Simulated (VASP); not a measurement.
Computed with r2SCAN meta-GGA, VASP's PBE PAW potentials (set 64) (plane waves; VASP).

VASP ran on this input.

File POSCAR:
```
KF
1
   -0.0000000000     2.6569458143     2.6569458143
    2.6569458143     0.0000000000     2.6569458143
    2.6569458143     2.6569458143     0.0000000000
K F
1 1
Direct
  1.0000000000   1.0000000000   0.0000000000
  0.5000000000   0.5000000000   0.5000000000
```

KPOINTS:
```
Regular mesh
0
G
8 8 8
0 0 0
```

### INCAR
```
! general
SYSTEM   =  KF
PREC     =  Accurate
ENCUT    =  520
LREAL    =  F
LASPH    =  T

! electronic loop
EDIFF    =  1E-6   ! SCF stop (eV)
NELM     =  100
ALGO     =  Normal
LMIXTAU  =  T

! smearing
ISMEAR   =  0
SIGMA    =  0.05   ! width (eV)

! functional
METAGGA  =  R2SCAN

! ions
IBRION   =  2   ! conjugate gradients
NSW      =  60   ! most ionic steps
ISIF     =  3   ! ions, shape and volume
EDIFFG   =  -0.01   ! ionic stop

! output
LWAVE    =  F
LCHARG   =  F
```

POTCAR, in this order: K_sv F (PBE.64 set). Program: vasp_std.

Question: Predict the energy per atom (σ→0), band gap (on the k-mesh).

Answer: 
| Property | Value |
|---|---|
| energy per atom (σ→0) | -722.3 kJ/mol of atoms |
| band gap (on the k-mesh) | 6.92 eV |

**OSZICAR**
```
...
DAV:  17    -0.149728065036E+02   -0.12752E-03   -0.57508E-05   836   0.980E-02    0.103E-01
DAV:  18    -0.149727675212E+02    0.38982E-04   -0.65787E-05   848   0.828E-02    0.653E-02
DAV:  19    -0.149727782576E+02   -0.10736E-04   -0.36825E-05   732   0.828E-02    0.301E-02
DAV:  20    -0.149727940576E+02   -0.15800E-04   -0.11844E-05   748   0.338E-02    0.169E-02
DAV:  21    -0.149728009810E+02   -0.69234E-05   -0.30810E-06   824   0.212E-02    0.719E-03
DAV:  22    -0.149728027013E+02   -0.17203E-05   -0.12230E-06   604   0.121E-02    0.840E-04
DAV:  23    -0.149728035724E+02   -0.87117E-06   -0.56969E-07   512   0.940E-03
   1 F= -.14972804E+02 E0= -.14972804E+02  d E =-.149728E+02
```

The structure was generated: KF was put into the rock salt type (Fm-3m), which need not be its known phase. It was relaxed first, which changed the volume by -15 %. The start is the result of an earlier pass.
